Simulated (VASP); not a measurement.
# MgB with SCAN + D3: from relaxation to properties, part 2 of 2

Aim: relax MgB, then compute properties on the relaxed cell. The cell is invented: it takes the structure of a Materials Project entry for MgAl (space group 187 there), with some of its atoms replaced by other elements, volume scaled by an estimate. It may not be a known or stable phase.

VASP 6.6.1, plane waves and PAW; the level of theory is named at each step.

Still holding for the runs below: This run has no spin polarisation. Its electron count is odd, so without a moment it is a metal by construction. The k-mesh is coarse for a metal.

So far. Step 10 (Volume scan with SCAN + D3 (run 4)): The pressure falls from 1.82 to 0.02 GPa. Step 10 (Volume scan with SCAN + D3 (run 4)): The run ends at a pressure of 0.02 GPa.

## (11) Volume scan with SCAN + D3 (run 5)

INCAR

```
SYSTEM = MgB
PREC = Accurate
ENCUT = 420
EDIFF = 1E-06
NELM = 100
ISMEAR = -1
SIGMA = 0.05
LREAL = .FALSE.
ALGO = Normal
METAGGA = SCAN
IVDW = 11
LASPH = .TRUE.
LORBIT = 11
LWAVE = .FALSE.
LCHARG = .FALSE.
ISIF = 2
```

POSCAR

```
MgB
1.0
    2.9365971391      0.0000000000      0.0000000000
   -1.4682985696      2.5431674049      0.0000000000
    0.0000000000      0.0000000000      3.5986917763
Mg B
1 1
Direct
    0.6666666700      0.3333333300      0.5000000000
    0.0000000000      0.0000000000      0.0000000000
```

KPOINTS

```
Automatic mesh
0
Gamma
9 9 6
0 0 0
```

PAW data sets: Mg and B (PBE family, release 64).

Command:

```console
$ mpirun -np 1 vasp_std
```

Run time: 22 s. Hardware: 1 MPI rank of Intel Xeon 6975P-C (Granite Rapids), shared host; peak memory 0.14 GiB.

The pressure falls from 0.02 to -1.61 GPa.

The run ends at a pressure of -1.61 GPa.

## (12) Volume scan with SCAN + D3 (run 6)

INCAR is that of step 11.

POSCAR

```
MgB
1.0
    2.9556664860      0.0000000000      0.0000000000
   -1.4778332430      2.5596819417      0.0000000000
    0.0000000000      0.0000000000      3.6220605596
Mg B
1 1
Direct
    0.6666666700      0.3333333300      0.5000000000
    0.0000000000      0.0000000000      0.0000000000
```

KPOINTS is that of step 11.

Command:

```console
$ mpirun -np 1 vasp_std
```

Run time: 15 s. Hardware: 1 MPI rank; peak memory 0.14 GiB.

The pressure falls from -1.61 to -3.07 GPa.

The run ends at a pressure of -3.07 GPa.

## (13) Volume scan with SCAN + D3 (run 7)

A prediction first. A parabola through the 6 pressures of evenly scaled cells so far, P = 0.02 -85.7 t +178 t² GPa with t = ln(V/V₁) and V₁ the volume at scale 1, gives -4.37 GPa at t = +0.0583.

INCAR is that of step 12.

POSCAR

```
MgB
1.0
    2.9744928947      0.0000000000      0.0000000000
   -1.4872464474      2.5759860879      0.0000000000
    0.0000000000      0.0000000000      3.6451316310
Mg B
1 1
Direct
    0.6666666700      0.3333333300      0.5000000000
    0.0000000000      0.0000000000      0.0000000000
```

KPOINTS is that of step 12.

Command:

```console
$ mpirun -np 1 vasp_std
```

The job ended after 22 s (1 MPI rank; peak memory 0.14 GiB).

The pressure falls from -3.07 to -4.39 GPa. The parabola predicted -4.37 GPa, +0.01 GPa off.

## (14) The series together

Times are for 1 MPI rank of Intel Xeon 6975P-C (Granite Rapids), shared host. The series side by side:

| no. | volume scale | energy above the lowest point (meV/atom) | pressure (GPa) | time | memory (GiB) |
| --- | --- | --- | --- | --- | --- |
| 1 | 0.94 | 14.11 | 6.007 | 19 s | 0.14 |
| 2 | 0.96 | 6.08 | 3.811 | 16 s | 0.14 |
| 3 | 0.98 | 1.48 | 1.822 | 14 s | 0.14 |
| 4 | 1 | 0 | 0.02294 | 12 s | 0.14 |
| 5 | 1.02 | 1.32 | -1.609 | 22 s | 0.14 |
| 6 | 1.04 | 5.17 | -3.071 | 15 s | 0.14 |
| 7 | 1.06 | 11.29 | -4.386 | 22 s | 0.14 |

## (15) Fit for SCAN + D3

This step: Birch-Murnaghan fit, SCAN with D3; plane waves and PAW; invented cell (VASP 6.6.1).

No new run; the numbers come from the runs before.

Numbers from this step:

```yaml
pressure_derivative_of_the_bulk_modulus: 4.188
r_m_s_error_of_the_fit: 2.64e-6 eV/atom
minimum_inside_the_sampled_range: yes
bulk_modulus: 85.00 GPa
equilibrium_volume_of_the_fit: 13.18 Å³/atom
```

The energy above the fitted minimum by volume:

| volume (Å³/atom) | energy above the fitted minimum (eV/atom) |
| --- | --- |
| 12.384 | 0.0141 |
| 12.648 | 0.00608 |
| 12.911 | 0.00148 |
| 13.175 | -1.2e-6 |
| 13.438 | 0.00132 |
| 13.701 | 0.00517 |
| 13.965 | 0.0113 |

The fitted volume lies +0.02 % from the relaxed one.

## (16) Zone-centre phonons (SCAN + D3)

This step: SCAN with D3; plane waves and PAW (Mg, B); invented cell (VASP 6.6.1).

Zone-centre modes test whether the atoms sit at a minimum within this cell. IBRION = 6 takes the force constants from differences of forces between displaced cells, so the forces must be tight.

INCAR, as its differences from that of step 13:

```diff
@@ -3,3 +3,3 @@
 ENCUT = 420
-EDIFF = 1E-06
+EDIFF = 1E-08
 NELM = 100
@@ -15,2 +15,6 @@
 LCHARG = .FALSE.
+IBRION = 6
+NFREE = 2
+POTIM = 0.015
 ISIF = 2
+NSW = 1
```

POSCAR

```
MgB
1.0
    2.9172768617      0.0000000000      0.0000000000
   -1.4586384309      2.5264355560      0.0000000000
    0.0000000000      0.0000000000      3.5750154871
Mg B
1 1
Direct
    0.6666666700      0.3333333300      0.5000000000
    0.0000000000      0.0000000000      0.0000000000
```

KPOINTS is that of step 13.

Command:

```console
$ mpirun -np 1 vasp_std
```

It took 3.1 min on 1 MPI rank; peak memory 0.18 GiB.

The last energy, forces, stress and levels in OUTCAR belong to the last displaced cell, not to the cell of POSCAR.

This step gave:

```
pressure of the cell      : 0.01254 GPa
largest force of the cell : 0 eV/Å
```

Modes at Γ, with each element's share of the kinetic energy (negative means imaginary):

| mode | frequency (cm⁻¹) | symmetry | Mg % | B % |
| --- | --- | --- | --- | --- |
| 1 | -7.5 | acoustic | 71 | 29 |
| 2 | -0.1 | acoustic | 69 | 31 |
| 3 | -0.1 | acoustic | 69 | 31 |
| 4 | 315.2 | E' | 31 | 69 |
| 5 | 315.2 | E' | 31 | 69 |
| 6 | 519.0 | A2'' | 29 | 71 |

Displacements in mode 5 (315.2 cm⁻¹), the largest set to 1:
```
Mg1 -0.44  0.00  0.00
B2   1.00  0.00  0.00
```

Displacements in mode 6 (519.0 cm⁻¹), the largest set to 1:
```
Mg1  0.00  0.00 -0.43
B2   0.00  0.00  1.00
```

The three acoustic modes lie within 7.5 cm⁻¹ of zero, and all others are real. By the characters of their eigenvectors the optical modes sort into (cm⁻¹) Raman active: E' 315; infrared active: E' 315, A2'' 519.

## (17) A semilocal run for the hybrid's start

This step: PBE; plane waves and PAW (Mg, B); invented cell (VASP 6.6.1).

A hybrid converges badly from random orbitals, so a cheap semilocal run writes a WAVECAR on the same mesh first.

INCAR

```
SYSTEM = MgB
PREC = Accurate
ENCUT = 420
EDIFF = 1E-05
NELM = 100
ISMEAR = -1
SIGMA = 0.05
LREAL = .FALSE.
ALGO = Normal
GGA = PE
LORBIT = 11
LWAVE = .TRUE.
LCHARG = .FALSE.
```

POSCAR is that of step 16.

KPOINTS

```
Automatic mesh
0
Gamma
5 5 4
0 0 0
```

Command:

```console
$ mpirun -np 1 vasp_std
```

Wall time 2.2 s (1 MPI rank); peak memory 0.12 GiB.

At this level the cell is under a pressure of 3.0 GPa, so at these settings it is away from equilibrium.

Numbers from this step:

```yaml
scf_cycles: 10
irreducible_k_points: 15
free_energy_toten: -6.105 eV
energy_at_zero_smearing: -6.100 eV
fermi_energy: 3.847 eV
pressure: 3.023 GPa
```

## (18) Band structure (HSE06)

This step: HSE06; plane waves and PAW (Mg, B); invented cell (VASP 6.6.1).

HSE06 mixes in a quarter of exact exchange at short range, at far higher cost; in semiconductors this cures much of the gap error, while metals seldom gain.

INCAR

```
SYSTEM = MgB
PREC = Accurate
ENCUT = 420
EDIFF = 1E-06
NELM = 100
ISMEAR = -1
SIGMA = 0.05
LREAL = .FALSE.
ALGO = Normal
LHFCALC = .TRUE.
AEXX = 0.25
GGA = PE
HFSCREEN = 0.2
LASPH = .TRUE.
PRECFOCK = Fast
LORBIT = 11
LWAVE = .FALSE.
LCHARG = .FALSE.
```

POSCAR is that of step 17.

KPOINTS is that of step 17.

KPOINTS_OPT

```
Line mode
10
Line-mode
Reciprocal
  0.00000000   0.00000000   0.00000000 GAMMA
  0.50000000   0.00000000   0.00000000 M

  0.50000000   0.00000000   0.00000000 M
  0.33333333   0.33333333   0.00000000 K

  0.33333333   0.33333333   0.00000000 K
  0.00000000   0.00000000   0.00000000 GAMMA

  0.00000000   0.00000000   0.00000000 GAMMA
  0.00000000   0.00000000   0.50000000 A

  0.00000000   0.00000000   0.50000000 A
  0.50000000   0.00000000   0.50000000 L

  0.50000000   0.00000000   0.50000000 L
  0.33333333   0.33333333   0.50000000 H

  0.33333333   0.33333333   0.50000000 H
  0.00000000   0.00000000   0.50000000 A

  0.50000000   0.00000000   0.50000000 L
  0.50000000   0.00000000   0.00000000 M

  0.33333333   0.33333333   0.00000000 K
  0.33333333   0.33333333   0.50000000 H
```

The run starts from files that an earlier step left in the folder.

Command:

```console
$ mpirun -np 1 vasp_std
```

Elapsed: 99 s, on 1 MPI rank; peak memory 0.23 GiB.

The k-mesh is coarse for exact exchange; levels may shift by about 0.1 eV on a finer one.

Numbers from this step:

```
SCF cycles              : 8
free energy (TOTEN)     : -6.640 eV
energy at zero smearing : -6.636 eV
Fermi energy            : 3.842 eV
```

The electronic bands at the labelled points (eV, zero at the Fermi level; # counts the bands kept):

| point | #1 | #2 | #3 | #4 |
| --- | --- | --- | --- | --- |
| Γ | -11.73 | -1.41 | 2.70 | 5.89 |
| 0.56 of the way | -9.94 | 0.04 | 0.15 | 4.33 |
| M | -6.82 | -4.82 | 1.60 | 3.53 |
| 0.44 of the way | -6.52 | -4.40 | 1.07 | 1.78 |
| K | -5.76 | -2.79 | -2.70 | 2.10 |
| 0.56 of the way | -10.20 | -0.15 | 1.35 | 3.04 |
| Γ | -11.73 | -1.41 | 2.70 | 5.89 |
| 0.56 of the way | -10.92 | -5.09 | 6.15 | 6.15 |
| A | -9.87 | -7.21 | 6.36 | 6.36 |
| 0.44 of the way | -8.80 | -6.02 | 2.77 | 5.23 |
| L | -5.22 | -3.43 | -2.93 | 1.81 |
| 0.44 of the way | -4.93 | -3.03 | -2.67 | 2.10 |
| H | -4.16 | -2.13 | -1.64 | -1.23 |
| 0.44 of the way | -7.65 | -4.82 | 1.13 | 2.90 |
| A | -9.87 | -7.21 | 6.36 | 6.36 |
| jump to L | -5.22 | -3.43 | -2.93 | 1.81 |
| 0.56 of the way | -6.37 | -4.35 | -0.42 | 3.74 |
| M | -6.82 | -4.82 | 1.60 | 3.53 |
| jump to K | -5.76 | -2.79 | -2.70 | 2.10 |
| 0.56 of the way | -5.07 | -2.13 | -2.05 | -0.39 |
| H | -4.16 | -2.13 | -1.64 | -1.23 |

Of the projections kept (Mg, B), the largest for each band there; the rest of the weight can lie on other orbitals:

| point | #1 | #2 | #3 | #4 |
| --- | --- | --- | --- | --- |
| Γ | B 0.74 | B 0.79 | Mg 0.59 | B 0.95 |
| M | B 0.85 | B 0.69 | B 0.90 | B 0.91 |
| K | B 0.89 | B 0.76 | B 0.68 | B 0.92 |
| Γ | B 0.74 | B 0.79 | Mg 0.59 | B 0.95 |
| A | B 0.89 | Mg 0.57 | B 0.98 | B 0.98 |
| L | B 0.95 | B 0.85 | B 0.65 | Mg 0.97 |

There is no gap at this level.

## (19) Summary of results

- relaxed volume: 13.17 Å³/atom
- relaxed conventional cell a, b, c: 2.917, 2.917, 3.575 Å; angles 90.0, 90.0, 120.0°
- space group after relaxing, within 0.02 Å: P-6m2 (No. 187)
- band gap: none, a metal
- DOS at the Fermi level: 0.675 states/eV/cell
- bulk modulus from the fit: 85.0 GPa
- volume from the fit: 13.2 Å³/atom
- highest zone-centre mode: 519 cm⁻¹
- band gap (HSE06): none, a metal

What this shows: With SCAN + D3, MgB relaxes to 13.17 Å³/atom in space group P-6m2 (held by the symmetry of the run), comes out as a metal and has a bulk modulus of 85.0 GPa at fixed shape and positions, an upper bound. Bands along the symmetry lines (SCAN + D3): Of the bands kept, 3 cross the Fermi level on this path. Zone-centre phonons (SCAN + D3): The highest mode in this list at Γ, 519.0 cm⁻¹, is mostly motion of B (71 % of the kinetic energy). Band structure (HSE06): Of the bands kept, 3 cross the Fermi level on this path. The other levels ran on the cell relaxed with SCAN + D3, and without spin-orbit coupling unless named. The k-sampling is coarse for a metal, so the Fermi level, pressures and the shape of the cell carry errors. With an odd electron count and no spin the cell is a metal by construction. Modes at Γ alone can't show that the crystal is stable at other wave vectors. No search among competing phases was made. All values are for a static lattice at zero temperature.

[Lines on the potential files, build, host, timing and source positions are cut from VASP's logs without a mark.]

[Logs are printed without paths, hosts, clocks, repeated set-up lines and the standing remarks that a program may print on its own settings, such as how far it seeks lower states.]

[Hosts, paths, dates, database ids (printed as entryN), source tags and the programs' standing remarks are cut or masked in the printed files.]

[A measured line is paired with the nearest computed mode of its activity, which favours agreement.]
